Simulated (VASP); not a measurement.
Energy against volume of WC (wc). Calculation: PBE GGA with D3 dispersion (Becke-Johnson damping), VASP's PBE PAW potentials (set 64) (plane waves; VASP 6.6.1). Run with 520 eV cut-off, 14×14×13 Γ-centred mesh, first-order Methfessel-Paxton smearing of 0.10 eV, potentials W_sv C.

Shape and ions are relaxed at each volume.

| V (Å³/atom) | E (eV/atom) |
|---|---|
| 10.048 | -11.67002 |
| 10.358 | -11.68269 |
| 10.669 | -11.67202 |
| 10.980 | -11.64143 |

### Question
Fit these four points and predict the energy of the run at 9.737 Å³/atom.

### Answer
A cubic in V^(−2/3), the third-order Birch-Murnaghan form, passes through the four points with V0 = 10.36 Å³/atom and B0 = 400 GPa, and gives -11.6298 eV/atom there. The run gave -11.6301 eV/atom, -0.3 meV/atom from the fit; all five points give B0 = 399 GPa.

The compound is WC in the wc structure. It was relaxed first.
